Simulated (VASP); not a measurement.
The system is RuCl2.

```
Ru Cl
1.0
     3.54969    0.00000    0.00000
    -1.77485    3.07412    0.00000
     0.00000    0.00000    5.72639
Ru Cl
1 2
Direct
  0.00000 0.00000 0.00000
  0.33333 0.66667 0.25200
  0.66667 0.33333 0.74800
```

The cell comes from a database or a generator and needn't be the stable form of this composition.

Base run:

```yaml
Program: VASP 6.6.1
Functional: PBE
Potentials_or_basis: VASP PAW PBE potentials, release 64 (Ru_pv, Cl)
Cutoff: 520 eV
k_mesh: 6 × 6 × 4
Occupations: gaussian, width 0.05 eV
Spin: collinear spin, ferromagnetic start
Starting_moments: "[1.0, 0.0, 0.0] μB"
Fixed_moment: 4 μB
```

Its results: pressure 8.7 GPa; largest force 0.932 eV/Å.

Problem. The run is repeated on the same cell with these changes: fixed moment from 4 μB to 0 μB; hubbard terms from none to Ru d U = 4 eV. What comes out?

Solution. Pressure -2.0 GPa; largest force 1.003 eV/Å.

Caveats: the total moment is fixed, so each spin has its own Fermi level; the moment is held away from its start (some runs); forces of over 1 eV/Å show positions far from the minimum, so gaps and moduli don't describe the material at rest (some runs).
